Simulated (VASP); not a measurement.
Input:

```
BeZn3Te4
1.0
    6.04541     0.00000     0.00000
    0.00000     6.04541     0.00000
    0.00000     0.00000     6.04541
Zn Te Be
3 4 1
Direct
  0.00000   0.00000   0.00000
  0.50000   0.50000   0.00000
  0.50000   0.00000   0.50000
  0.23782   0.26218   0.26218
  0.76218   0.73782   0.26218
  0.76218   0.26218   0.73782
  0.23782   0.73782   0.73782
  0.00000   0.50000   0.50000
```

All values below come from PBE GGA, VASP's PBE PAW potentials (set 64) (plane waves; VASP). Run with 400 eV cut-off, Gaussian smearing of 0.050 eV, potentials Zn Te Be.

Unless said otherwise, spin-orbit coupling is left out, though it shifts the bands of the heavy elements here.

### Question
Give the energies of bands 23 to 36 at the high-symmetry points, in eV from the valence-band maximum.

### Answer

```csv
band,Γ,X,M,R
23,-2.32,-2.94,-3.85,-4.79
24,-2.32,-2.72,-2.76,-1.19
25,-2.32,-2.71,-2.76,-1.19
26,-2.04,-2.67,-2.54,-1.19
27,-2.04,-2.67,-2.40,-0.76
28,-2.04,-1.45,-1.10,-0.76
29,0.00,-1.45,-1.10,-0.76
30,0.00,-1.07,-0.98,-0.67
31,0.00,-1.07,-0.56,-0.67
32,1.62,2.65,2.75,1.79
33,2.03,2.76,3.47,1.79
34,2.03,3.59,3.47,1.79
35,2.39,3.66,3.62,2.51
36,2.39,4.52,5.16,4.70
```

The gap is direct, 1.62 eV, from the valence maximum at Γ to the conduction minimum at Γ.

The structure was generated: BeZn3Te4 was put into an ordered model structure (P-43m), which need not be its known phase. It was relaxed first.
